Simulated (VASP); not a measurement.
These are r2SCAN meta-GGA, VASP's PBE PAW potentials (set 64) (plane waves; VASP) values and carry that method's errors.

A VASP calculation is set up with these files.

KPOINTS:
```
kpoints
0
gamma
 16 16 16
0 0 0
```

**INCAR**
```
LCHARG = .FALSE.
LASPH = .TRUE.   # aspherical one-centre terms
LMAXMIX = 4   # l cut-off of mixed one-centre charges
SYSTEM = Mo
LWAVE = .FALSE.
EDIFFG = -0.01
LREAL = .FALSE.
LMIXTAU = .TRUE.
SIGMA = 0.1   # width (eV)
IBRION = 2   # conjugate gradients
PSTRESS = 20
ISMEAR = 1
NSW = 40   # most ionic steps
METAGGA = R2SCAN
EDIFF = 1E-7   # SCF stop (eV)
ENCUT = 480   # plane-wave cut-off (eV)
ISIF = 3   # ions, shape and volume
PREC = Accurate
NELM = 100
ALGO = Normal   # blocked Davidson
```

**POSCAR**
```
Mo
1
   -1.5763857229     1.5763857229     1.5763857229
    1.5763857229    -1.5763857229     1.5763857229
    1.5763857229     1.5763857229    -1.5763857229
Mo
1
Direct
  0.0000000000   0.0000000000   0.0000000000
```

POTCAR, in this order: Mo_sv (PBE.64 set). Program: vasp_std.

**Question.** What will the output report for the number of irreducible k-points (NKPTS), number of bands (NBANDS), largest plane-wave count, number of space-group operations, FFT grid (NGX, NGY, NGZ)?

**Answer.** 
```json
{
  "number of irreducible k-points (NKPTS)": "145",
  "number of bands (NBANDS)": "11",
  "largest_plane_wave_count": "386",
  "number_of_space_group_operations": "48",
  "FFT grid (NGX, NGY, NGZ)": "20 × 20 × 20"
}
```

The compound is Mo in the bcc structure. This run relaxes it under an external pressure of 2 GPa. Symmetry was kept, so distortions that lower it aren't found.
